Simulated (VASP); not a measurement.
An input for Ansatz (written as the equivalent of a VASP run, and not itself run):

Ansatz 0.2 input:
```yaml
crystal:
  lattice:
    - [0.0000000, 5.6872830, 5.6872830]
    - [5.6872830, 0.0000000, 5.6872830]
    - [5.6872830, 5.6872830, 0.0000000]
  atoms:
    - { symbol: Cs, position: [0.7500000, 0.7500000, 0.7500000] }
    - { symbol: Cs, position: [0.2500000, 0.2500000, 0.2500000] }
    - { symbol: Ag, position: [0.5000000, 0.5000000, 0.5000000] }
    - { symbol: Bi, position: [0.0000000, 0.0000000, 0.0000000] }
    - { symbol: Br, position: [0.7491900, 0.2508100, 0.2508100] }
    - { symbol: Br, position: [0.2508100, 0.7491900, 0.7491900] }
    - { symbol: Br, position: [0.2508100, 0.7491900, 0.2508100] }
    - { symbol: Br, position: [0.7491900, 0.2508100, 0.7491900] }
    - { symbol: Br, position: [0.2508100, 0.2508100, 0.7491900] }
    - { symbol: Br, position: [0.7491900, 0.7491900, 0.2508100] }
kpoints:
  mp_grid: { grid: [1, 1, 1], shift: [0.5, 0.5, 0.5] }
hamiltonian:
  xc: hse06
  pseudopotentials: { kind: paw }
scf:
  occupations: { method: gaussian, width: 0.02 }
  max_iter: 100
output: { forces: true, stress: true, eigenvalues: true }
```

Question: Translate this input to VASP (INCAR, KPOINTS, POSCAR, choice of POTCAR).

Answer: One answer among several that fit: 
**POSCAR**
```
Cs2AgBiBr6
1.0
  0.0000000000   5.6872830000   5.6872830000
  5.6872830000   0.0000000000   5.6872830000
  5.6872830000   5.6872830000   0.0000000000
Cs Ag Bi Br
2 1 1 6
direct
  0.7500000000   0.7500000000   0.7500000000
  0.2500000000   0.2500000000   0.2500000000
  0.5000000000   0.5000000000   0.5000000000
  0.0000000000   0.0000000000   0.0000000000
  0.7491900000   0.2508100000   0.2508100000
  0.2508100000   0.7491900000   0.7491900000
  0.2508100000   0.7491900000   0.2508100000
  0.7491900000   0.2508100000   0.7491900000
  0.2508100000   0.2508100000   0.7491900000
  0.7491900000   0.7491900000   0.2508100000
```

**INCAR**
```
LREAL = .FALSE.   ! projection in real space or not
EDIFF = 1E-6   ! SCF stop (eV)
ISYM = 3
ENCUT = 300
AEXX = 0.25
GGA = PE   ! PBE
SYSTEM = Cs2AgBiBr6
HFSCREEN = 0.2   ! 1/Angstrom
LCHARG = .FALSE.
LHFCALC = .TRUE.
PREC = Accurate
LMAXMIX = 4   ! l cut-off of mixed one-centre charges
SIGMA = 0.02   ! width (eV)
LWAVE = .FALSE.
ISIF = 2
LASPH = .TRUE.   ! aspherical one-centre terms
ALGO = Normal   ! blocked Davidson
ISMEAR = 0
NELM = 100   ! most electronic steps
PRECFOCK = Fast
```

File KPOINTS:
```
Automatic mesh
0
gamma
 1 1 1
0.5 0.5 0.5
```

POTCAR, in this order: Cs_sv Ag Bi_d Br (PBE.64 set). Program: vasp_std.

What does not carry over: each code has its own PAW files, so the cut-off isn't converted (ENCUT is set for VASP's; basis.ecutwfc is left out, and Ansatz then takes the one that its files recommend); Ansatz stops its SCF on the density residual and VASP on the energy change (EDIFF); Ansatz's hse06 screens at 0.11 per bohr (0.208 per Å), slightly more than HFSCREEN = 0.2.

The structure comes from a computed database's Cs2AgBiBr6 entry; how it stands against other phases isn't given here. The cell was not relaxed at this level. The k-mesh is coarse (spacing up to 0.96 per Å, 2π included), so the numbers may not be converged in it. The run is one of a series of settings (KPOINTS 1×1×1 Γ-centred mesh shifted by (0.5, 0.5, 0.5) against the base run), some of them coarse on purpose.
